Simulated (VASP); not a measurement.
VASP input:

File KPOINTS:
```
Automatic mesh
0
Gamma
9 9 9
0 0 0
```

### INCAR
```
SYSTEM = RuAl
PREC = Accurate
ENCUT = 400
EDIFF = 1E-6
NELM = 100
ALGO = Normal
LREAL = .FALSE.
LASPH = .TRUE.
ISMEAR = 1
SIGMA = 0.1
GGA = PE
LMAXMIX = 4
LWAVE = .FALSE.
LCHARG = .FALSE.
ISIF = 2
```

File POSCAR:
```
RuAl
1
    2.9900230664     0.0000000000     0.0000000000
    0.0000000000     2.9899932329     0.0000000000
    0.0000000000     0.0000000000     2.9900413350
Al Ru
1 1
Direct
  0.5000000000   0.5000000000   0.5000000000
  0.0000000000   0.0000000000   0.0000000000
```

POTCAR, in this order: Al Ru_pv (PBE.64 set). Program: vasp_std.

Problem. One choice in this input is risky. Which, and does it do harm here?

Solution. The risk: the lattice vectors carry noise near SYMPREC. Here it does no harm: the run (PBE GGA, plane waves, VASP's PBE PAW potentials (set 64)) converges to the same energy and pressure as with the safe setting.
**OSZICAR**
```
       N       E                     dE             d eps       ncg     rms          rms(c)
DAV:   1     0.908469364967E+02    0.90847E+02   -0.82738E+03   904   0.108E+03
DAV:   2    -0.131323537664E+02   -0.10398E+03   -0.99510E+02   920   0.307E+02
DAV:   3    -0.149311246340E+02   -0.17988E+01   -0.17560E+01   988   0.414E+01
DAV:   4    -0.149488921520E+02   -0.17768E-01   -0.17762E-01   976   0.421E+00
DAV:   5    -0.149492929953E+02   -0.40084E-03   -0.40084E-03  1056   0.540E-01    0.123E+01
DAV:   6    -0.143413149794E+02    0.60798E+00   -0.37181E+00   892   0.220E+01    0.238E+00
DAV:   7    -0.142660041018E+02    0.75311E-01   -0.31095E-01   880   0.654E+00    0.209E+00
DAV:   8    -0.142501400699E+02    0.15864E-01   -0.24558E-02   940   0.179E+00    0.228E-01
DAV:   9    -0.142496051762E+02    0.53489E-03   -0.15871E-03   904   0.434E-01    0.144E-01
DAV:  10    -0.142495987051E+02    0.64711E-05   -0.54765E-05   992   0.899E-02    0.212E-02
DAV:  11    -0.142495969892E+02    0.17158E-05   -0.37100E-06   928   0.223E-02    0.756E-03
DAV:  12    -0.142495961623E+02    0.82696E-06   -0.11470E-07   464   0.407E-03
   1 F= -.14249596E+02 E0= -.14249211E+02  d E =-.115658E-02
```

The compound is RuAl in the CsCl type structure. The cell was not relaxed at this level. The electron count is odd and the run is not spin-polarised, which forces a metal.
